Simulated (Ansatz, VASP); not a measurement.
## Cd2SO: VASP beside Ansatz

File INCAR:

```
SYSTEM = Cd2SO
ALGO = Normal
EDIFF = 1E-7
ENCUT = 520
GGA = PE
ISIF = 2
ISMEAR = 0
LASPH = .TRUE.
LCHARG = .FALSE.
LREAL = .FALSE.
LWAVE = .FALSE.
NBANDS = 26
NELM = 100
PREC = Accurate
SIGMA = 0.1
```

KPOINTS

```
k-points
0
G
  6 6 6
  0 0 0
```

Contents of POSCAR:

```
Cd2SO
1.0
   -2.2667149800      2.2667149800      3.8551951300
    2.2667149800     -2.2667149800      3.8551951300
    2.2667149800      2.2667149800     -3.8551951300
Cd S O
2 1 1
Direct
    0.7349694500      0.7349694500      0.0000000000
    0.2650305500      0.2650305500      0.0000000000
    0.5000000000      0.5000000000      0.0000000000
    0.0000000000      0.0000000000      0.0000000000
```

Input for Ansatz:

```yaml
crystal:
  lattice:
    - [-2.26671498, 2.26671498, 3.85519513]
    - [2.26671498, -2.26671498, 3.85519513]
    - [2.26671498, 2.26671498, -3.85519513]
  atoms:
    - { symbol: Cd, position: [0.73496945, 0.73496945, 0.0] }
    - { symbol: Cd, position: [0.26503055, 0.26503055, 0.0] }
    - { symbol: S, position: [0.5, 0.5, 0.0] }
    - { symbol: O, position: [0.0, 0.0, 0.0] }
basis:
  ecutwfc: 420
kpoints:
  mp_grid: { grid: [6, 6, 6] }
hamiltonian:
  xc: pbe
scf:
  occupations: { method: gaussian, width: 0.1 }
  lower_state_search: "off"
output:
  forces: true
  stress: true
  eigenvalues: true
```

Alike in both runs: task single point; functional PBE; k mesh 6 × 6 × 6; occupations gaussian, width 0.1 eV; no spin polarisation.

|  | VASP | Ansatz |
| --- | --- | --- |
| version | VASP 6.6.1 | Ansatz 0.2.0 |
| potentials or method | VASP PAW PBE potentials, release 64 (Cd, S, O) | scalar-relativistic, plane waves, PAW |
| plane-wave cutoff (eV) | 520 | 420 |
| valence electrons in the cell | 36 | 52 |

|  | VASP | Ansatz | Ansatz less VASP |
| --- | --- | --- | --- |
| gap on the k mesh at the Fermi level (eV) | none | none | - |
| rms of the force components (eV/Å) | 7.788 | 7.553 | -0.2347 |

Atom by atom the forces differ by 0.235 eV/Å (rms over components). A gap of «none» marks a metal or a gap that the smearing closes. With one functional, cell and mesh, what is left measures potentials, basis and numerics. The two sets of potentials don't hold the same shells in valence.

Caveats: forces of over 1 eV/Å show positions far from the minimum, so gaps and moduli don't describe the material at rest.
